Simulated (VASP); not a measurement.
A run of VASP 6.6.1:

File INCAR:

```
  ALGO = Fast
  EDIFF = 1E-6
  ENCUT = 520
  GGA = PS
  ISIF = 2
  ISMEAR = 0
  LASPH = True
  LCHARG = False
  LREAL = False
  LWAVE = False
  NBANDS = 16
  NELM = 100
  PREC = Accurate
  SIGMA = 0.1
```

Contents of KPOINTS:

```
k-points
0
Gamma
  14 10 8
```

The input POSCAR:

```
SrBe3
1.0
    2.9584711119      0.0000000000      0.0000000000
    0.0000000000      4.6263070081      0.0000000000
    0.0000000000      0.0000000000      5.3558097031
Sr Be
1 3
Direct
    0.5000000000      0.0000000000      0.1617390000
    0.0000000000      0.0000000000      0.6563310000
    0.0000000000      0.5000000000      0.3733820000
    0.5000000000      0.5000000000      0.8085480000
```

Potentials or basis: VASP PAW PBE potentials, release 64 (Sr_sv, Be).

Command:

```console
$ cat potpaw_PBE.64/Sr_sv/POTCAR potpaw_PBE.64/Be/POTCAR > POTCAR
$ mpirun -np 1 vasp_std > vasp.out
```

Hardware: 1 thread of Intel(R) Xeon(R) Platinum 8559C (Emerald Rapids), on a shared host.

Question: Estimate the wall time of this run.

Answer: It took 2.3 min on 1 thread of Intel(R) Xeon(R) Platinum 8559C (Emerald Rapids), with other jobs on the host, peak memory 0.39 GiB. Counts: scf iterations 15, k points 240.
